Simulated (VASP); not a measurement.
## BiTe: optical spectrum with LDA

Crystal: BiTe.

```
CELL_PARAMETERS angstrom
2.42271 1.39875 3.31729
-2.42271 1.39875 3.31729
0.00000 -2.79750 3.31729
ATOMIC_POSITIONS crystal
Bi 0.50000 0.50000 0.50000
Te 0.00000 0.00000 0.00000
```

The cell comes from a database or a generator and needn't be the stable form of this composition.

```json
{
 "Program": "VASP 6.6.1",
 "Task": "optical spectrum",
 "Functional": "LDA",
 "Potentials or basis": "VASP PAW LDA potentials, release 64 (Bi_d, Te)",
 "Cutoff": "520 eV",
 "k mesh": "7 × 7 × 7",
 "Occupations": "gaussian, width 0.02 eV",
 "Spin": "no spin polarisation",
 "Further INCAR settings": "ALGO = Normal; EDIFF = 1e-07; NBANDS = 34"
}
```

```yaml
Pressure: -3.3 GPa
Band_gap_on_the_k_mesh: none (metal or under the smearing width)
```

Stress tensor (GPa, compression positive):
```
-3.45  0.00  0.00
 0.00 -3.45  0.00
 0.00  0.00 -3.14
```

Levels at points of the mesh, in eV from the Fermi level:
```tsv
k point	band 6	band 7	band 8	band 9	band 10	band 11	band 12	band 13	band 14	band 15
(0.00, 0.00, 0.00)	-13.53	-8.35	-2.93	-2.93	-1.62	1.81	2.42	2.42	4.05	4.05
```

Dielectric function (mean over the directions given):
| energy (eV) | real part | imaginary part |
| --- | --- | --- |
| 0.67 | -145.50 | 80.27 |
| 1.26 | -20.75 | 50.31 |
| 1.93 | -31.18 | 15.02 |
| 2.60 | -13.67 | 8.55 |
| 3.27 | -6.59 | 2.67 |
| 3.94 | -3.97 | 2.42 |
| 4.61 | -1.58 | 1.39 |
| 5.28 | 1.14 | 1.47 |
| 5.95 | 2.05 | 5.95 |
| 6.62 | -1.37 | 4.69 |
| 7.29 | -3.21 | 4.60 |
| 7.96 | -2.43 | 2.15 |
| 8.63 | -1.70 | 2.12 |
| 9.30 | -1.62 | 1.26 |
| 9.98 | -1.02 | 1.20 |
| 10.56 | -0.81 | 1.11 |
| 11.23 | -0.55 | 1.02 |
| 11.90 | -0.17 | 1.08 |
| 12.57 | -0.23 | 0.98 |
| 13.24 | -0.26 | 0.70 |
| 13.92 | -0.22 | 0.77 |
| 14.59 | -0.21 | 0.66 |
| 15.26 | -0.18 | 0.50 |
| 15.93 | -0.11 | 0.27 |
| 16.60 | 0.09 | 0.23 |
| 17.27 | 0.14 | 0.20 |
| 17.94 | 0.25 | 0.17 |
| 18.61 | 0.31 | 0.14 |
| 19.28 | 0.39 | 0.12 |
| 19.95 | 0.45 | 0.12 |

Run time: 110 s on 1 thread of Intel(R) Xeon(R) Platinum 8259CL CPU @ 2.50GHz (Skylake/Cascade Lake), on a shared host, peak memory 0.29 GiB.

Caveat: spectra need much finer meshes, so this one isn't converged; independent-particle spectra lack excitons; the intraband (Drude) part of a metal's response may be missing; spin-orbit coupling is left out, which moves the levels of the heavy elements.
